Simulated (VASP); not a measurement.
Given:

```xyz
6
Lattice="4.2025 0.0000 0.0000 0.0000 4.2025 0.0000 0.0000 0.0000 2.6880" Properties=species:S:1:pos:R:3 pbc="T T T"
Si     0.0000     0.0000     0.0000
Si     2.1013     2.1013     1.3440
O      1.2857     1.2857     0.0000
O      3.3870     0.8156     1.3440
O      0.8156     3.3870     1.3440
O      2.9168     2.9168     0.0000
```

All values below come from revTPSS meta-GGA, VASP's PBE PAW potentials (set 64) (plane waves; VASP 6.6.1). Run with 520 eV cut-off, 5×5×8 Γ-centred mesh, Gaussian smearing of 0.050 eV, potentials Si O.

### Question
Predict the energy per atom (σ→0), band gap (on the k-mesh) with the smallest direct gap where there is one.

### Answer

```json
{
  "band gap (on the k-mesh)": "5.49 eV",
  "smallest direct gap (on the k-mesh)": "5.49 eV",
  "energy per atom (σ→0)": "-9.283 eV/atom"
}
```

The compound is SiO2 in the rutile structure, stishovite, a high-pressure form. It was relaxed first.
